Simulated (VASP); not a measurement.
Output of a VASP run:

OSZICAR:
```
       N       E                     dE             d eps       ncg     rms          rms(c)
DAV:   1     0.471744915927E+02    0.47174E+02   -0.24966E+03   160   0.617E+02
DAV:   2     0.326597380096E+01   -0.43909E+02   -0.43211E+02   208   0.116E+02
DAV:   3    -0.806644633499E+00   -0.40726E+01   -0.40727E+01   168   0.414E+01
DAV:   4    -0.853536060326E+00   -0.46891E-01   -0.46891E-01   296   0.535E+00
DAV:   5    -0.853548677413E+00   -0.12617E-04   -0.12617E-04   208   0.758E-02    0.133E-01
DAV:   6    -0.853924624537E+00   -0.37595E-03   -0.15042E-03   288   0.223E-01    0.890E-02
DAV:   7    -0.854783063411E+00   -0.85844E-03   -0.36069E-03   192   0.355E-01    0.377E-02
DAV:   8    -0.854890863151E+00   -0.10780E-03   -0.14136E-04   216   0.902E-02    0.401E-03
DAV:   9    -0.854892344666E+00   -0.14815E-05   -0.29685E-06   272   0.105E-02    0.266E-03
DAV:  10    -0.854891641160E+00    0.70351E-06   -0.79972E-07   224   0.493E-03
   1 F= -.85489164E+00 E0= -.85335883E+00  d E =-.459842E-02
```

File OUTCAR:
```
------------------------ aborting loop because EDIFF is reached ----------------------------------------
  FORCE on cell =-STRESS in cart. coord.  units (eV):
  Direction    XX          YY          ZZ          XY          YZ          ZX
  --------------------------------------------------------------------------------------
  Total        0.0256973      0.0256973      0.0256973      0.0000000      0.0000000     -0.0000000
  in kB        0.3627764      0.3627764      0.3627764      0.0000000      0.0000000     -0.0000000
  external PRESSURE =       0.3627764 kB  Pullay stress =       0.0000000 kB
  volume of cell :      113.49
      direct lattice vectors                 reciprocal lattice vectors
    -3.050000000  3.050000000  3.050000000     0.000000000  0.163934426  0.163934426
     3.050000000 -3.050000000  3.050000000     0.163934426  0.000000000  0.163934426
     3.050000000  3.050000000 -3.050000000     0.163934426  0.163934426  0.000000000
 POSITION                                       TOTAL-FORCE (eV/Angst)
 -----------------------------------------------------------------------------------
      0.00000      0.00000      0.00000        -0.000000      0.000000     -0.000000
 -----------------------------------------------------------------------------------
    total drift:                                0.000000     -0.000000     -0.000000
  FREE ENERGIE OF THE ION-ELECTRON SYSTEM (eV)
  ---------------------------------------------------
  free  energy   TOTEN  =        -0.8548916412 eV

  energy  without entropy=       -0.8502932165  energy(sigma->0) =       -0.85335883
```
(Selected blocks of OUTCAR.)

POSCAR:
```
Cs
1
   -3.0500000000     3.0500000000     3.0500000000
    3.0500000000    -3.0500000000     3.0500000000
    3.0500000000     3.0500000000    -3.0500000000
Cs
1
Direct
  0.0000000000   0.0000000000   0.0000000000
```

Q: Reconstruct the remaining input files.

A: One answer among several that fit: the input of the run itself, PBE GGA, plane waves, VASP's PBE PAW potentials (set 64).

**INCAR**
```
# general
SYSTEM   =  Cs
PREC     =  Accurate
ENCUT    =  400   # plane-wave cut-off (eV)
LREAL    =  .FALSE.   # projection in real space or not
LASPH    =  .TRUE.   # aspherical one-centre terms

# electronic loop
EDIFF    =  1E-6   # SCF stop (eV)
NELM     =  100
ALGO     =  Normal
LMAXMIX  =  4

# smearing
ISMEAR   =  1
SIGMA    =  0.1   # width (eV)

# functional
GGA      =  PE

# ions
ISIF     =  2

# output
LWAVE    =  .FALSE.
LCHARG   =  .FALSE.
```

File KPOINTS:
```
Automatic mesh
0
Gamma
5 5 5
0 0 0
```

POTCAR, in this order: Cs_sv (PBE.64 set). Program: vasp_std.

The compound is Cs in the bcc structure. The cell was not relaxed at this level. The run is one of a series of settings (KPOINTS 5×5×5 Γ-centred mesh against the base run), some of them coarse on purpose.
